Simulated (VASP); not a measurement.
All values below come from PBE GGA, VASP's PBE PAW potentials (set 64) (plane waves; VASP).

The input files of a VASP run:

### KPOINTS
```
Automatic mesh
0
Gamma
9 9 5
0 0 0
```

### POSCAR
```
Pt2C
1
    3.0116670000     0.0000000000     0.0000000000
   -1.5058330000     2.6081800000     0.0000000000
    0.0000000000     0.0000000000     4.8584440000
C Pt
1 2
Direct
  0.0000000000   0.0000000000   0.0000000000
  0.3333330000   0.6666670000   0.2520000000
  0.6666670000   0.3333330000   0.7480000000
```

**INCAR**
```
PREC  =  Accurate
NELM  =  100   # most electronic steps
ISMEAR  =  0
GGA  =  PE
LCHARG  =  .FALSE.
ENCUT  =  400
ISIF  =  2   # forces and stress, cell fixed
LASPH  =  .TRUE.   # aspherical one-centre terms
EDIFF  =  1E-6   # SCF stop (eV)
LREAL  =  .FALSE.
SIGMA  =  0.136
ALGO  =  Normal   # blocked Davidson
LMAXMIX  =  6   # l cut-off of mixed one-centre charges
LWAVE  =  .FALSE.
SYSTEM  =  Pt2C
```

POTCAR, in this order: C Pt (PBE.64 set). Program: vasp_std.

The resulting files:

**OUTCAR**
```
 ion  position               nearest neighbor table
   1  0.000  0.000  0.000-   2 2.13   3 2.13   2 2.13   3 2.13   3 2.13   2 2.13
   2  0.333  0.667  0.252-   1 2.13   1 2.13   1 2.13   3 2.97   3 2.97   3 2.97   3 3.00   3 3.00
                             3 3.00
   3  0.667  0.333  0.748-   1 2.13   1 2.13   1 2.13   2 2.97   2 2.97   2 2.97   2 3.00   2 3.00
                             2 3.00
  LATTYP: Found a hexagonal cell.
 ALAT       =     3.0116670000
 C/A-ratio  =     1.6132075691
 Subroutine PRICEL returns:
 Original cell was already a primitive cell.
 Subroutine GETGRP returns: Found 12 space group operations
The static configuration has the point symmetry D_3d.
The dynamic configuration has the point symmetry D_3d.
 Subroutine INISYM returns: Found 12 space group operations
 Subroutine IBZKPT returns following result:
 Found     50 irreducible k-points:

 Following reciprocal coordinates:
            Coordinates               Weight
  0.000000  0.000000  0.000000      1.000000
  0.111111  0.000000  0.000000      6.000000
  0.222222  0.000000  0.000000      6.000000
  0.333333  0.000000  0.000000      6.000000
  0.444444  0.000000  0.000000      6.000000
...
```

File OSZICAR:
```
       N       E                     dE             d eps       ncg     rms          rms(c)
DAV:   1     0.101327077356E+03    0.10133E+03   -0.10995E+04  1608   0.118E+03
DAV:   2    -0.179584348620E+02   -0.11929E+03   -0.11697E+03  2040   0.250E+02
DAV:   3    -0.209231103687E+02   -0.29647E+01   -0.28857E+01  1768   0.412E+01
DAV:   4    -0.209483921429E+02   -0.25282E-01   -0.25278E-01  1952   0.396E+00
DAV:   5    -0.209486315106E+02   -0.23937E-03   -0.23936E-03  1800   0.360E-01    0.261E+01
DAV:   6    -0.193304362927E+02    0.16182E+01   -0.93010E+00  1920   0.262E+01    0.122E+01
DAV:   7    -0.191262144545E+02    0.20422E+00   -0.14967E+00  1776   0.977E+00    0.825E+00
DAV:   8    -0.190958298983E+02    0.30385E-01   -0.13092E-01  1760   0.296E+00    0.619E-01
DAV:   9    -0.190901331983E+02    0.56967E-02   -0.22915E-02  1800   0.106E+00    0.189E-01
DAV:  10    -0.190902003642E+02   -0.67166E-04   -0.27636E-03  1712   0.445E-01    0.555E-02
DAV:  11    -0.190902047872E+02   -0.44231E-05   -0.46618E-05  2104   0.639E-02    0.138E-02
DAV:  12    -0.190902034266E+02    0.13606E-05   -0.90013E-06  1888   0.250E-02    0.212E-03
DAV:  13    -0.190902033240E+02    0.10265E-06   -0.52823E-07   944   0.553E-03
   1 F= -.19090203E+02 E0= -.19084374E+02  d E =-.116581E-01
```

OUTCAR:
```
------------------------ aborting loop because EDIFF is reached ----------------------------------------
  FORCE on cell =-STRESS in cart. coord.  units (eV):
  Direction    XX          YY          ZZ          XY          YZ          ZX
  --------------------------------------------------------------------------------------
  Total        2.3316002      2.3316000     -0.1279691      0.0000004      0.0000000     -0.0000000
  in kB       97.8865357     97.8865259     -5.3724705      0.0000188      0.0000000     -0.0000000
  external PRESSURE =      63.4668637 kB  Pullay stress =       0.0000000 kB
  volume of cell :       38.16
      direct lattice vectors                 reciprocal lattice vectors
     3.011667000  0.000000000  0.000000000     0.332042022  0.191704497  0.000000000
    -1.505833000  2.608180000  0.000000000     0.000000000  0.383409121  0.000000000
     0.000000000  0.000000000  4.858444000     0.000000000  0.000000000  0.205827215
 POSITION                                       TOTAL-FORCE (eV/Angst)
 -----------------------------------------------------------------------------------
      0.00000      0.00000      0.00000         0.000000      0.000000      0.000000
     -0.00000      1.73879      1.22433        -0.000000      0.000000      0.708178
      1.50584      0.86939      3.63412         0.000000     -0.000000     -0.708178
 -----------------------------------------------------------------------------------
    total drift:                               -0.000000      0.000000      0.000000
  FREE ENERGIE OF THE ION-ELECTRON SYSTEM (eV)
  ---------------------------------------------------
  free  energy   TOTEN  =       -19.0902033240 eV

  energy  without entropy=      -19.0785452711  energy(sigma->0) =      -19.08437430
```
(Selected blocks of OUTCAR.)

At this cut-off the stress carries a Pulay error, which pulls relaxed volumes low.

The structure was generated: Pt2C was put into an ordered model structure, which need not be its known phase. The cell was not relaxed at this level.
